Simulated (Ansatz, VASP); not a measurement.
**One calculation of ZrOs, two programs**

```
Zr Os
1.0
     3.23037    0.00000    0.00000
     0.00000    3.23037    0.00000
     0.00000    0.00000    3.26300
Zr Os
1 1
Cartesian
  1.6152 1.6152 1.6315
  0.0000 0.0000 0.0000
```

Change from the starting cell: equal xx and yy strain of -1 %.

Alike in both runs: task single point; functional LDA; k mesh 13 × 13 × 13; occupations fermi-dirac, width 0.03 eV; no spin polarisation.

```csv
,VASP,Ansatz
version,VASP 6.6.1,Ansatz 0.2.0
potentials or method,"VASP PAW LDA potentials, release 64 (Zr_sv, Os), cutoff 520 eV","all-electron LAPW, scalar-relativistic"
```

VASP gave:

| Quantity | Value |
| --- | --- |
| pressure (GPa) | -2.8 |
| largest component of the traceless stress (GPa) | 1.21 |

Question: Which values does Ansatz return?

Answer: Pressure (GPa): -3.2; largest component of the traceless stress (GPa): 1.24.

Ansatz ran all-electron here, so the differences hold the error of VASP's frozen core and of both bases.

Spin-orbit coupling is left out, which matters for the levels of Os.
